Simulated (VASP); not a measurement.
An input for Ansatz (written as the equivalent of a VASP run, and not itself run):

Ansatz 0.2 input:
```yaml
crystal:
  lattice:
    - [2.5989580, 0.0000000, 0.0000000]
    - [-1.2994790, 2.2507640, 0.0000000]
    - [0.0000000, 0.0000000, 4.1926590]
  atoms:
    - { symbol: Tc, position: [0.0000000, 0.0000000, 0.0000000] }
    - { symbol: O, position: [0.3333330, 0.6666670, 0.2520000] }
    - { symbol: O, position: [0.6666670, 0.3333330, 0.7480000] }
kpoints:
  mp_grid: { grid: [10, 10, 5] }
hamiltonian:
  xc: lda
  pseudopotentials: { kind: paw }
scf:
  occupations: { method: gaussian, width: 0.1 }
  max_iter: 100
output: { forces: true, stress: true, eigenvalues: true }
```

Task: Translate this input to VASP (INCAR, KPOINTS, POSCAR, choice of POTCAR).

Result: One answer among several that fit: 
### KPOINTS
```
Automatic mesh
0
Gamma
10 10 5
0 0 0
```

### INCAR
```
ALGO = Normal
EDIFF = 1E-6
ENCUT = 400
ISIF = 2
ISMEAR = 0
LASPH = T
LCHARG = F
LMAXMIX = 4
LREAL = F
LWAVE = F
NELM = 100
PREC = Accurate
SIGMA = 0.1
SYSTEM = TcO2
```

POSCAR:
```
TcO2
1
    2.5989580000     0.0000000000     0.0000000000
   -1.2994790000     2.2507640000     0.0000000000
    0.0000000000     0.0000000000     4.1926590000
Tc O
1 2
Direct
  0.0000000000   0.0000000000   0.0000000000
  0.3333330000   0.6666670000   0.2520000000
  0.6666670000   0.3333330000   0.7480000000
```

POTCAR, in this order: Tc_pv O (LDA.64 set). Program: vasp_std.

What does not carry over: each code has its own PAW files, so the cut-off isn't converted (ENCUT is set for VASP's; basis.ecutwfc is left out, and Ansatz then takes the one that its files recommend); Ansatz stops its SCF on the density residual and VASP on the energy change (EDIFF); Ansatz's lda is the Perdew-Wang form, while the LDA potentials of VASP carry Perdew-Zunger's.

The structure was generated: TcO2 was put into an ordered model structure, which need not be its known phase. The cell was not relaxed at this level. The run is one of a series of settings (GGA removed, POTCAR Tc_pv O (LDA.64 set) against the base run), some of them coarse on purpose.
